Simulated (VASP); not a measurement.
# F2GeBr2 in VASP: settings compared, part 2 of 2

VASP 6.6.1. The steps go on from the part before.

## 5. Single point, HSE06

POSCAR

```
GeBr2F2
1.0
   12.0000000000      0.0000000000      0.0000000000
    0.0000000000     13.0000000000      0.0000000000
    0.0000000000      0.0000000000     12.0000000000
F Ge Br
2 1 2
Direct
    0.6110125000      0.3847038500      0.5360791700
    0.4456958300      0.5018346200      0.6249791700
    0.5132541700      0.4752884600      0.5029291700
    0.3911541700      0.4075192300      0.3806875000
    0.5997208300      0.6185269200      0.4422291700
```

INCAR.step1

```
ALGO = Normal
EDIFF = 1E-5
ENCUT = 900
GGA = PE
ISIF = 2
ISMEAR = 0
LASPH = True
LREAL = False
LWAVE = True
NELM = 80
PREC = Accurate
SIGMA = 0.01
```

INCAR.step2

```
ALGO = Normal
EDIFF = 1E-6
ENCUT = 900
GGA = PE
HFSCREEN = 0.2
ISIF = 2
ISMEAR = 0
ISTART = 1
LASPH = True
LCHARG = True
LELF = True
LHFCALC = True
LREAL = False
LVACPOTAV = True
LVHAR = True
LWAVE = False
NELM = 80
PREC = Accurate
PRECFOCK = Fast
SIGMA = 0.01
```

KPOINTS

```
k-points
0
Gamma
  1 1 1
```

Potentials or basis: VASP PAW PBE potentials, release 64 (F_h, Ge_h, Br).

On the command line:

```
$ cat potpaw_PBE.64/F_h/POTCAR potpaw_PBE.64/Ge_h/POTCAR potpaw_PBE.64/Br/POTCAR > POTCAR
$ cp INCAR.step1 INCAR
$ mpirun -np 1 vasp_gam > vasp.out
$ cp INCAR.step2 INCAR
$ mpirun -np 1 vasp_gam > vasp.out
```

OUTCAR:

```text
EDIFF = 1E-6
   ENCUT = 900
   GGA = PE
   HFSCREEN = 0.2
   ISIF = 2
   ISMEAR = 0
   ISTART = 1
   LASPH = True
   LHFCALC = True
   LREAL = False
   NELM = 80
   PREC = Accurate
   PRECFOCK = Fast

 ion  position               nearest neighbor table
   1  0.611  0.385  0.536-   3 1.71
   2  0.446  0.502  0.625-   3 1.71
   3  0.513  0.475  0.503-   1 1.71   2 1.71   5 2.25   4 2.25
   4  0.391  0.408  0.381-   3 2.25
   5  0.600  0.619  0.442-   3 2.25

  LATTYP: Found a simple tetragonal cell.
 ALAT       =    12.0000000000
 C/A-ratio  =     1.0833333333

  Lattice vectors:

 A1 = ( -12.0000000000,   0.0000000000,   0.0000000000)
 A2 = (   0.0000000000,   0.0000000000,  12.0000000000)
 A3 = (   0.0000000000,  13.0000000000,   0.0000000000)

Analysis of symmetry for initial positions (statically):
=====================================================================
 Subroutine PRICEL returns:
 Original cell was already a primitive cell.

 Routine SETGRP: Setting up the symmetry group for a
 simple tetragonal supercell.

 Subroutine GETGRP returns: Found  1 space group operations
 (whereof  1 operations were pure point group operations)
 out of a pool of 16 trial point group operations.

The static configuration has the point symmetry C_1 .

Analysis of symmetry for dynamics (positions and initial velocities):
=====================================================================
 Subroutine PRICEL returns:
 Original cell was already a primitive cell.

 Routine SETGRP: Setting up the symmetry group for a
 simple tetragonal supercell.

 Subroutine GETGRP returns: Found  1 space group operations
 (whereof  1 operations were pure point group operations)
[... 108 lines left out ...]
   LORBIT       =      0    0 simple, 1 ext, 2 COOP (PROOUT), +10 PAW based schemes
   GGA     = PE    functional components
   LHFCALC =     T    Hartree Fock is set to
   PRECFOCK=fast      Normal, Fast or Accurate (Low or Medium for compatibility)
   ENCUT4O =  -1.0   cutoff for four orbital integrals eV
   NKREDX  =     1    reduce k-point grid by
   NKREDY  =     1    reduce k-point grid by
   NKREDZ  =     1    reduce k-point grid by
   AEXX    =    0.2500 exact exchange contribution
   HFSCREEN=    0.2000 screening length (either q_TF or 0.3 A-1)
   HFSCREENC=   0.2000 screening length for correlation (either q_TF or 0.3 A-1)
   ENCUTFOCK=  -1.0 apply spherical cutoff to Coloumb kernel
   IVDW    =     0    specifies the selected vdW correction
   LEPSILON=     F    determine dielectric tensor
   LRPA    =     F    only Hartree local field effects (RPA)
 non-spin polarized calculation
 Gauss-broadening in eV      SIGMA  =   0.01
  energy-cutoff  :      900.00
  volume of cell :     1872.00
 maximum number of plane-waves:     57386
 NGX is ok and might be reduce to   120
  NGX = 60; NGY = 70; NGZ = 60

 number of electron      41.9999996 magnetization

 Free energy of the ion-electron system (eV)
  ---------------------------------------------------
  ext. energy  EPLUGINS =         0.00000000
  ---------------------------------------------------
  free energy    TOTEN  =       -24.37444603 eV

  energy without entropy =      -24.37444603  energy(sigma->0) =      -24.37444603

 E-fermi :  -8.4216     XC(G=0):  -0.8294

 val. band max:       -8.4743470515   @ k =   0.0000   0.0000   0.0000
 cond. band min:      -2.5843200114   @ k =   0.0000   0.0000   0.0000
 fundamental gap:      5.8900270401
 Fermi energy:        -8.4215935550

 k-point     1 :       0.0000    0.0000    0.0000
  band No.  band energies     occupation
      1     -35.3979      2.00000
      2     -35.1260      2.00000
      3     -34.7698      2.00000
      4     -34.6972      2.00000
      5     -34.6845      2.00000
      6     -32.5147      2.00000
[... 17 lines left out ...]
     24       0.2039      0.00000
     25       0.3836      0.00000

------------------------ aborting loop because EDIFF is reached ----------------------------------------

  FORCE on cell =-STRESS in cart. coord.  units (eV):
  Direction    XX          YY          ZZ          XY          YZ          ZX
  --------------------------------------------------------------------------------------
  -------------------------------------------------------------------------------------
  Total       -0.1877396     -0.2201547     -0.1595015     -0.1066831     -0.0051014     -0.0424531
  in kB       -0.1606795     -0.1884225     -0.1365116     -0.0913063     -0.0043661     -0.0363341
  external PRESSURE =      -0.1618712 kB  Pullay stress =       0.0000000 kB

 VOLUME and BASIS-vectors are now :
 -----------------------------------------------------------------------------
  energy-cutoff  :      900.00
  volume of cell :     1872.00
      direct lattice vectors                 reciprocal lattice vectors
    12.000000000  0.000000000  0.000000000     0.083333333  0.000000000  0.000000000
     0.000000000 13.000000000  0.000000000     0.000000000  0.076923077  0.000000000
     0.000000000  0.000000000 12.000000000     0.000000000  0.000000000  0.083333333

 POSITION                                       TOTAL-FORCE (eV/Angst)
 -----------------------------------------------------------------------------------
      7.33215      5.00115      6.43295         0.056472     -0.037020      0.007212
      5.34835      6.52385      7.49975         0.009945     -0.010024      0.065437
      6.15905      6.17875      6.03515        -0.048988      0.068053     -0.148311
      4.69385      5.29775      4.56825         0.010312      0.010196      0.043385
      7.19665      8.04085      5.30675        -0.027740     -0.031205      0.032277
 -----------------------------------------------------------------------------------
    total drift:                                0.075532     -0.008192     -0.042657

  FREE ENERGIE OF THE ION-ELECTRON SYSTEM (eV)
  ---------------------------------------------------
  free  energy   TOTEN  =       -24.3744460279 eV

  energy  without entropy=      -24.3744460279  energy(sigma->0) =      -24.37444603
```

Wall time 23 min (1 thread of AMD EPYC 7R43 (Zen 3), shared host); peak memory 2.8 GiB.

What came out:

* Free energy: -24.3744 eV
* Largest force: 0.170 eV/Å
* Gap between the frontier levels: 5.89 eV

Forces in eV/Å, atoms in the order of the input:
```
F    0.056 -0.037  0.007
F    0.010 -0.010  0.065
Ge  -0.049  0.068 -0.148
Br   0.010  0.010  0.043
Br  -0.028 -0.031  0.032
```

Caveat: the cutoff is under 1.25 times the usual one of these potentials, so pressure, stress and relaxed cells hold a basis-set (Pulay) error; the PAW data sets were made with another functional, which shifts forces and pressure a little.

## 6. The reference run

An earlier run on the cell as given: functional PBE; potentials or basis VASP PAW PBE potentials, release 64 (F, Ge_d, Br); cutoff 520 eV; k mesh 1 × 1 × 1; occupations gaussian, width 0.01 eV; no spin polarisation.

- Largest force: 0.837 eV/Å
- Gap between the frontier levels: 4.37 eV

## 7. Overview

| task | level | potentials or basis | cutoff (eV) | grid for exact exchange (PRECFOCK) | exchange at q = 0 | screening parameter | gap on the mesh (eV) | largest force (eV/Å) |
| --- | --- | --- | --- | --- | --- | --- | --- | --- |
| electron localisation function | PBE | VASP PAW PBE potentials, release 64 (F, Ge_d, Br) | 520 | - | - | - | 4.37 | 0.84 |
| single point | r2SCAN+D3(BJ) | VASP PAW PBE potentials, release 64 (F_s, Ge_d, Br) | 400 | - | - | - | 4.90 | 0.64 |
| single point | B3LYP | VASP PAW PBE potentials, release 64 (F, Ge_d, Br) | 520 | Normal | default | - | 6.04 | 0.61 |
| single point | HSE06 | VASP PAW PBE potentials, release 64 (F_h, Ge_h, Br) | 900 | Fast | - | 0.2 1/A | 5.89 | 0.17 |
| single point | PBE | VASP PAW PBE potentials, release 64 (F, Ge_d, Br) | 520 | - | - | - | 4.37 | 0.84 |

Alike in all rows: no spin polarisation; cell as given; k mesh 1 × 1 × 1; smearing gaussian 0.01 eV.

Caveats: the PAW data sets were made with another functional, which shifts forces and pressure a little (some runs); the cutoff is under 1.25 times the usual one of these potentials, so pressure, stress and relaxed cells hold a basis-set (Pulay) error (some runs).

Total energies depend on the potentials used, so only differences within one code and one set of settings carry meaning.
